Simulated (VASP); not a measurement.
Take LiF (rock salt), without spin-orbit terms, in VASP with PAW potentials, and its band gap.  The mesh is coarse and the basis finite, so the quasiparticle values are not converged.

Task: One run gives 10.67 eV. Which level is it?
(A) G0W0@PBE (starting cell)
(B) r2SCAN+rVV10 (own cell)
(C) B3LYP (PBE cell)
(D) HSE06 (PBE cell)

Result: B, r2SCAN+rVV10 (own cell).  The others give 11.22 (HSE06 (PBE cell)), 13.50 (G0W0@PBE (starting cell)), 11.51 (B3LYP (PBE cell)).

Only levels that ran to the end are used. Left out are those held back, those with too coarse a band path, GW runs whose mesh misses a band edge, hybrids' fits of cells that aren't cubic and levels without matching references; a question may draw on a part of the rest.

The compound is LiF in the rock salt structure.
